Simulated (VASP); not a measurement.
Calculation: PBEsol GGA, VASP's PBE PAW potentials (set 64) (plane waves; VASP).

VASP ran on this input.

**KPOINTS**
```
Automatic mesh
0
Gamma
11 11 13
0 0 0
```

### POSCAR
```
CoSi
1
    3.3208726714     0.0000000000    -0.0000000000
   -1.6604363357     2.8759611270     0.0000000000
    0.0000000000    -0.0000000000     2.5326647212
Co Si
1 1
Direct
  0.0000000000   0.0000000000   0.0000000000
  0.6666670000   0.3333330000   0.5000000000
```

**INCAR**
```
! general
SYSTEM   =  CoSi
PREC     =  Accurate
ENCUT    =  400
LREAL    =  .False.
LASPH    =  .True.

! electronic loop
EDIFF    =  1E-6
NELM     =  100
ALGO     =  Normal
LMAXMIX  =  4

! smearing
ISMEAR   =  1
SIGMA    =  0.1

! functional
GGA      =  PS

! ions
IBRION   =  2
NSW      =  60
ISIF     =  3
EDIFFG   =  -0.01

! output
LWAVE    =  .False.
LCHARG   =  .False.
```

POTCAR, in this order: Co Si (PBE.64 set). Program: vasp_std.

The resulting files:

OSZICAR:
```
       N       E                     dE             d eps       ncg     rms          rms(c)
DAV:   1     0.381033765818E+02    0.38103E+02   -0.47664E+03  2288   0.105E+03
DAV:   2    -0.144522601019E+02   -0.52556E+02   -0.49702E+02  2254   0.204E+02
DAV:   3    -0.161514904443E+02   -0.16992E+01   -0.16795E+01  2620   0.449E+01
DAV:   4    -0.161902386845E+02   -0.38748E-01   -0.38714E-01  2778   0.660E+00
DAV:   5    -0.161913383268E+02   -0.10996E-02   -0.10996E-02  2686   0.106E+00    0.144E+01
DAV:   6    -0.189907676548E+02   -0.27994E+01   -0.69124E+01  2576   0.138E+02    0.174E+01
DAV:   7    -0.144527341026E+02    0.45380E+01   -0.31005E+01  2576   0.944E+01    0.292E+00
DAV:   8    -0.144600125135E+02   -0.72784E-02   -0.53483E-01  2428   0.619E+00    0.130E+00
DAV:   9    -0.144423622565E+02    0.17650E-01   -0.56422E-02  2736   0.400E+00    0.346E-01
DAV:  10    -0.144413976396E+02    0.96462E-03   -0.31982E-03  2692   0.655E-01    0.130E-01
DAV:  11    -0.144413789541E+02    0.18685E-04   -0.55470E-04  2890   0.365E-01    0.478E-02
DAV:  12    -0.144413698144E+02    0.91397E-05   -0.46563E-05  2956   0.106E-01    0.126E-02
DAV:  13    -0.144413690421E+02    0.77233E-06   -0.45654E-06  2328   0.210E-02
   1 F= -.14441369E+02 E0= -.14440936E+02  d E =-.144414E+02
       N       E                     dE             d eps       ncg     rms          rms(c)
DAV:   1    -0.144418490520E+02   -0.47924E-03   -0.70141E-03  2502   0.157E+00    0.199E-01
DAV:   2    -0.144426572201E+02   -0.80817E-03   -0.18950E-02  2622   0.228E+00    0.279E-01
DAV:   3    -0.144413876407E+02    0.12696E-02   -0.85599E-03  2604   0.154E+00    0.345E-02
DAV:   4    -0.144413728586E+02    0.14782E-04   -0.83000E-05  2334   0.958E-02    0.871E-03
DAV:   5    -0.144413719547E+02    0.90390E-06   -0.42586E-06  2068   0.305E-02
   2 F= -.14441372E+02 E0= -.14440939E+02  d E =-.291263E-05
       N       E                     dE             d eps       ncg     rms          rms(c)
DAV:   1    -0.144414775613E+02   -0.10470E-03   -0.14153E-03  2510   0.704E-01    0.882E-02
DAV:   2    -0.144416359454E+02   -0.15838E-03   -0.37429E-03  2612   0.101E+00    0.124E-01
DAV:   3    -0.144413843806E+02    0.25156E-03   -0.16829E-03  2598   0.685E-01    0.154E-02
DAV:   4    -0.144413819283E+02    0.24523E-05   -0.16158E-05  2324   0.421E-02    0.397E-03
DAV:   5    -0.144413818476E+02    0.80668E-07   -0.83548E-07  1204   0.141E-02
   3 F= -.14441382E+02 E0= -.14440949E+02  d E =-.128055E-04
```

File OUTCAR:
```
------------------------ aborting loop because EDIFF is reached ----------------------------------------
  FORCE on cell =-STRESS in cart. coord.  units (eV):
  Direction    XX          YY          ZZ          XY          YZ          ZX
  --------------------------------------------------------------------------------------
  Total        0.0049313      0.0049313      0.0064537      0.0000000     -0.0000000      0.0000000
  in kB        0.3269238      0.3269241      0.4278515      0.0000000     -0.0000000      0.0000000
  external PRESSURE =       0.3605665 kB  Pullay stress =       0.0000000 kB
  volume of cell :       24.17
      direct lattice vectors                 reciprocal lattice vectors
     3.320113020  0.000000000  0.000000000     0.301194566  0.173894701  0.000000000
    -1.660056510  2.875303249  0.000000000     0.000000000  0.347789403  0.000000000
     0.000000000 -0.000000000  2.531557760     0.000000000 -0.000000000  0.395013701
 POSITION                                       TOTAL-FORCE (eV/Angst)
 -----------------------------------------------------------------------------------
      0.00000      0.00000      0.00000        -0.000000      0.000000      0.000000
      1.66006      0.95843      1.26578         0.000000     -0.000000      0.000000
 -----------------------------------------------------------------------------------
    total drift:                                0.000058     -0.000058     -0.000000
  FREE ENERGIE OF THE ION-ELECTRON SYSTEM (eV)
  ---------------------------------------------------
  free  energy   TOTEN  =       -14.4413818476 eV

  energy  without entropy=      -14.4400827653  energy(sigma->0) =      -14.44094882

 reached required accuracy - stopping structural energy minimisation
```
(Selected blocks of OUTCAR.)

### CONTCAR
```
CoSi
   1.00000000000000
     3.3201130202566458    0.0000000000000000    0.0000000000000000
    -1.6600565101283229    2.8753032491044297    0.0000000000000000
     0.0000000000000000   -0.0000000000000000    2.5315577603857360
  Co              Si
     1     1
Direct
     0.0000000000000000    0.0000000000000000    0.0000000000000000
     0.6666669999999968    0.3333330000000032    0.5000000000000000
```

OUTCAR:
```
 val. band max:       10.1620151757   @ k =   0.3636   0.2727   0.3077

 cond. band min:      10.1739347168   @ k =   0.3636   0.0909   0.4615


 Fermi energy:        10.1698160037

 k-point     1 :       0.0000    0.0000    0.0000
  band No.  band energies     occupation
      1      -2.4293      2.00000
      2       6.8475      2.00000
      3       7.0791      2.00000
      4       7.0791      2.00000
      5       9.3356      2.00000
      6       9.3356      2.00000
      7      14.2918      0.00000
      8      14.2918      0.00000
      9      16.3312      0.00000
     10      17.7429      0.00000

 k-point     2 :       0.0909    0.0000    0.0000
  band No.  band energies     occupation
      1      -2.2918      2.00000
      2       6.6407      2.00000
      3       7.1173      2.00000
      4       7.1461      2.00000
      5       9.3001      2.00000
      6       9.3282      2.00000
      7      13.3670      0.00000
      8      13.7842      0.00000
      9      16.3388      0.00000
     10      18.4225      0.00000

 k-point     3 :       0.1818    0.0000    0.0000
  band No.  band energies     occupation
      1      -1.8875      2.00000
      2       6.1204      2.00000
      3       7.1421      2.00000
      4       7.3432      2.00000
      5       9.2081      2.00000
      6       9.3085      2.00000
      7      11.7809     -0.00000
      8      12.8117      0.00000
      9      16.2880      0.00000
     10      19.0131      0.00000

 k-point     4 :       0.2727    0.0000    0.0000
  band No.  band energies     occupation
      1      -1.2465      2.00000
      2       5.3342      2.00000
      3       7.1144      2.00000
      4       7.6552      2.00000
      5       9.0940      2.00000
      6       9.2830      2.00000
      7      10.4142     -0.00297
      8      11.8271     -0.00000
      9      16.2304      0.00000
     10      19.7184      0.00000

 k-point     5 :       0.3636    0.0000    0.0000
...
```

The structure was generated: CoSi was put into the WC type (P-6m2), which need not be its known phase. This run relaxes it. Symmetry was kept, so distortions that lower it aren't found. The start is the result of an earlier pass. The run is not spin-polarised, so no magnetic state was tried. The electron count is odd and the run is not spin-polarised, which forces a metal.
